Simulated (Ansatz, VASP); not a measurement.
## One calculation of Cu2S3, two programs

```
Cu S
1.0
     4.54267    0.00000    0.00000
     0.00000    4.54267    0.00000
     0.00000    0.00000    4.54267
Cu S
2 3
Direct
  0.00000 0.00000 0.00000
  0.50000 0.50000 0.50000
  0.00000 0.50000 0.50000
  0.50000 0.00000 0.50000
  0.50000 0.50000 0.00000
```

Alike in both runs: task relaxation of cell and atoms; functional PBE; k mesh 8 × 8 × 8; occupations gaussian, width 0.1 eV; no spin polarisation.

```csv
,VASP,Ansatz
version,VASP 6.6.1,Ansatz 0.2.0
potentials or method,"VASP PAW PBE potentials, release 64 (Cu, S)","scalar-relativistic, plane waves, PAW"
plane-wave cutoff (eV),600,420
valence electrons in the cell,40,56
```

Ansatz gave:

* gap on the k mesh at the Fermi level, each at its own relaxed structure (eV): none
* relaxed volume (Å³/atom): 18.73
* relaxed cell length with the largest relative difference (Å): 4.541

Problem. Estimate VASP's values.

Solution. gap on the k mesh at the Fermi level, each at its own relaxed structure (eV): none; relaxed volume (Å³/atom): 18.75; relaxed cell length with the largest relative difference (Å): 4.543.

A gap of «none» marks a metal or a gap that the smearing closes. The two sets of potentials don't hold the same shells in valence.

Caveats: the run has no spin polarisation, though such a crystal can be magnetic.
